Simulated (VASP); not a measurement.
Data:

```
Dy
1.0
    3.54195     0.00000     0.00000
   -1.77098     3.06742     0.00000
    0.00000     0.00000    11.34302
Dy
4
Direct
  0.00000   0.00000   0.00000
  0.00000   0.00000   0.50000
  0.33333   0.66667   0.25000
  0.66667   0.33333   0.75000
```

These are PBE GGA, VASP's PBE PAW potentials (set 64) (plane waves; VASP 6.6.1) values and carry that method's errors. Settings: 300 eV cut-off, 7×7×2 Γ-centred mesh, Gaussian smearing of 0.27 eV, potentials Dy.

The run has a spin-polarised start.

Problem. Give the spin-up energies of bands 44 to 57 at the high-symmetry points, in eV from the Fermi level.

Solution. 
```csv
band,Γ,M,K,A,L,H
44,-2.70,-2.66,-2.66,-2.71,-2.67,-2.66
45,-2.70,-2.20,-0.66,-2.58,-1.90,-0.65
46,-2.58,-2.04,-0.56,-2.58,-1.90,-0.65
47,-2.58,-1.44,-0.56,-2.49,-1.65,-0.59
48,-2.19,-1.29,-0.50,-2.49,-1.65,-0.59
49,1.03,-0.54,-0.49,0.89,-0.70,-0.41
50,1.07,-0.41,-0.49,0.89,-0.70,-0.41
51,1.22,-0.21,-0.28,1.81,0.53,-0.28
52,1.83,0.69,-0.28,1.81,0.53,-0.28
53,1.83,0.92,0.61,1.99,1.58,0.89
54,1.92,1.75,0.90,1.99,1.58,0.89
55,1.92,1.82,0.90,2.00,2.11,0.97
56,2.26,2.25,1.22,2.03,2.11,0.97
57,2.38,2.42,2.91,2.25,2.17,3.00
```

Problem. Give the spin-down energies of bands 44 to 57 at the high-symmetry points, in eV from the Fermi level.

Solution. 
```tsv
band	Γ	M	K	A	L	H
44	0.91	0.86	0.87	0.91	0.82	0.87
45	0.93	0.92	0.88	0.91	0.96	0.91
46	0.93	0.95	0.99	0.91	0.96	0.91
47	1.02	0.98	1.01	1.02	0.96	0.96
48	1.02	0.99	1.01	1.02	0.96	0.96
49	1.74	1.02	1.02	1.70	1.12	1.03
50	1.93	1.13	1.02	1.70	1.12	1.03
51	1.93	1.21	1.03	2.46	1.28	1.06
52	2.38	1.39	1.03	2.46	1.28	1.06
53	2.38	1.71	1.49	2.56	2.25	1.68
54	2.49	2.32	1.63	2.56	2.25	1.68
55	2.49	2.50	1.63	2.56	2.75	1.73
56	2.86	2.82	1.98	2.58	2.75	1.73
57	2.97	3.07	3.51	2.86	2.78	3.60
```

It has no gap at this level: it comes out as a metal or semimetal.

The structure comes from a computed database's Dy entry; how it stands against other phases isn't given here. The cell was not relaxed at this level.
